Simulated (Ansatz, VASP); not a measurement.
## One calculation of Sb2N, two programs

```xyz
3
Lattice="3.4052 0.0000 0.0000 0.0000 3.4052 0.0000 0.0000 0.0000 4.9957" Properties=species:S:1:pos:R:3 pbc="T T T"
Sb    1.7026    1.7026    2.4978
Sb    0.0000    0.0000    0.0000
N     0.0000    0.0000    2.4978
```

Alike in both runs: functional PBE; k mesh 4 × 4 × 6; occupations gaussian, width 0.1 eV; no spin polarisation.

Ansatz relaxed the structure, and its values are those at the end. VASP's run is a single point on that final structure, the one shown.

|  | VASP | Ansatz |
| --- | --- | --- |
| version | VASP 6.6.1 | Ansatz 0.2.0 |
| potentials or method | VASP PAW PBE potentials, release 64 (Sb, N) | scalar-relativistic, plane waves, PAW |
| plane-wave cutoff (eV) | 520 | 420 |
| valence electrons in the cell | 15 | 35 |

|  | VASP | Ansatz | Ansatz less VASP |
| --- | --- | --- | --- |
| gap on the k mesh at the Fermi level (eV) | none | none | - |
| pressure (GPa) | -0.5 | 0.0 | +0.54 |

A gap of «none» marks a metal or a gap that the smearing closes. The functional is the same, so the differences come from potentials, cutoffs and numerics. The two sets of potentials don't hold the same shells in valence.

Caveats: the k mesh is coarse (spacing up to 0.46 Å⁻¹), so the values aren't converged. Spin-orbit coupling is left out, which matters for the levels of Sb.
